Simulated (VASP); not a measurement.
Given:

```yaml
crystal:
  lattice:
    - [4.74962, 0.00000, 0.00000]
    - [0.00000, 4.74962, 0.00000]
    - [0.00000, 0.00000, 4.74962]
  atoms:
    - { symbol: Ag, position: [0.75000, 0.25000, 0.75000] }
    - { symbol: Ag, position: [0.25000, 0.75000, 0.75000] }
    - { symbol: Ag, position: [0.75000, 0.75000, 0.25000] }
    - { symbol: Ag, position: [0.25000, 0.25000, 0.25000] }
    - { symbol: O, position: [0.00000, 0.00000, 0.00000] }
    - { symbol: O, position: [0.50000, 0.50000, 0.50000] }
```

These are PBE GGA with D3 dispersion (Becke-Johnson damping), VASP's PBE PAW potentials (set 64) (plane waves; VASP) values and carry that method's errors. Numerical set-up: 520 eV cut-off, Gaussian smearing of 0.050 eV, potentials Ag O.

### Question
What does the run give for the band gap (along the path) with the smallest direct gap where there is one?

### Answer

* **band gap (along the path)**: none (metal, semimetal or under 0.01 eV)

The compound is Ag2O in the cuprite structure. It was relaxed first.
